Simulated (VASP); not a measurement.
Computed with PW91 GGA, VASP's PBE PAW potentials (set 64) (plane waves; VASP).

The input files of a VASP run:

INCAR:
```
ALGO = Normal
EDIFF = 1E-7
ENCUT = 520
GGA = 91
ICHARG = 11
ISMEAR = 0
LASPH = .TRUE.
LCHARG = .FALSE.
LORBIT = 11
LREAL = .FALSE.
LWAVE = .FALSE.
NELM = 100
PREC = Accurate
SIGMA = 0.05
SYSTEM = C
```

### POSCAR
```
C
1.0
  1.2329091809  -2.1354608463   0.0000000000
  1.2329091809   2.1354608463   0.0000000000
  0.0000000000   0.0000000000   7.9449678829
C
4
direct
  1.0000000000   1.0000000000   0.2500000000
  0.0000000000   1.0000000000   0.7500000000
  0.3333330000   0.6666670000   0.2500000000
  0.6666670000   0.3333330000   0.7500000000
```

File KPOINTS:
```
k-points along high-symmetry lines
10
Line-mode
Reciprocal
  0.000000   0.000000   0.000000 ! GAMMA
  0.000000   0.500000   0.000000 ! M

  0.000000   0.500000   0.000000 ! M
 -0.333333   0.666667   0.000000 ! K

 -0.333333   0.666667   0.000000 ! K
  0.000000   0.000000   0.000000 ! GAMMA

  0.000000   0.000000   0.000000 ! GAMMA
  0.000000   0.000000   0.500000 ! A

  0.000000   0.000000   0.500000 ! A
  0.000000   0.500000   0.500000 ! L

  0.000000   0.500000   0.500000 ! L
 -0.333333   0.666667   0.500000 ! H

 -0.333333   0.666667   0.500000 ! H
  0.000000   0.000000   0.500000 ! A

  0.000000   0.500000   0.500000 ! L
  0.000000   0.500000   0.000000 ! M

 -0.333333   0.666667   0.500000 ! H
 -0.333333   0.666667   0.000000 ! K
```

POTCAR, in this order: C (PBE.64 set). Program: vasp_std. Read from the step before: CHGCAR.

The run wrote:

**OSZICAR**
```
       N       E                     dE             d eps       ncg     rms          rms(c)
DAV:   1     0.567716552755E+02    0.56772E+02   -0.78998E+03  2160   0.119E+03
DAV:   2    -0.286486335669E+02   -0.85420E+02   -0.75423E+02  2928   0.216E+02
DAV:   3    -0.332946617804E+02   -0.46460E+01   -0.45222E+01  2716   0.522E+01
DAV:   4    -0.333693177480E+02   -0.74656E-01   -0.74568E-01  2740   0.707E+00
DAV:   5    -0.333708654810E+02   -0.15477E-02   -0.15475E-02  2720   0.950E-01
DAV:   6    -0.333709192640E+02   -0.53783E-04   -0.53780E-04  2784   0.158E-01
DAV:   7    -0.333709217646E+02   -0.25006E-05   -0.25007E-05  2756   0.274E-02
DAV:   8    -0.333709219012E+02   -0.13656E-06   -0.13637E-06  2512   0.493E-03
DAV:   9    -0.333709219031E+02   -0.19088E-08   -0.19993E-08  1980   0.924E-04
   1 F= -.33370922E+02 E0= -.33365394E+02  d E =-.110568E-01
```

OUTCAR:
```
 val. band max:        3.2704062954   @ k =  -0.3333   0.6667   0.2222

 cond. band min:       3.2710450575   @ k =  -0.3333   0.6667   0.2778



 k-point     1 :       0.0000    0.0000    0.0000
  band No.  band energies     occupation
      1     -16.2672      2.00000
      2     -16.1963      2.00000
      3      -4.7080      2.00000
      4      -3.9490      2.00000
      5       0.1892      2.00000
      6       0.1893      2.00000
      7       0.1919      2.00000
      8       0.1919      2.00000
      9       6.6032      0.00000
     10      10.6357      0.00000
     11      11.5800      0.00000
     12      11.5871      0.00000

 k-point     2 :       0.0000    0.0556    0.0000
  band No.  band energies     occupation
      1     -16.1941      2.00000
      2     -16.1236      2.00000
      3      -4.6197      2.00000
      4      -3.8633      2.00000
      5      -0.1068      2.00000
      6      -0.1027      2.00000
      7       0.0335      2.00000
      8       0.0371      2.00000
      9       6.6969      0.00000
     10      10.7200      0.00000
     11      11.6161      0.00000
     12      11.6570      0.00000

 k-point     3 :       0.0000    0.1111    0.0000
  band No.  band energies     occupation
      1     -15.9754      2.00000
      2     -15.9060      2.00000
      3      -4.3556      2.00000
      4      -3.6075      2.00000
      5      -0.9201      2.00000
      6      -0.9129      2.00000
      7      -0.3799      2.00000
      8      -0.3748      2.00000
      9       6.9783      0.00000
     10      10.9698      0.00000
     11      11.6363      0.00000
     12      11.6766      0.00000

 k-point     4 :       0.0000    0.1667    0.0000
  band No.  band energies     occupation
      1     -15.6122      2.00000
      2     -15.5445      2.00000
      3      -3.9186      2.00000
      4      -3.1849      2.00000
      5      -2.0893      2.00000
      6      -2.0778      2.00000
      7      -0.9364      2.00000
...
```

The density is held fixed in this step, so its total energy and stress have no physical meaning. Without a dispersion term in the relaxation, distances and binding between the weakly bound layers, chains or molecules are unreliable, and so is what depends on them.

The compound is C in the graphite structure. It was relaxed first, which changed the volume by +19 %.
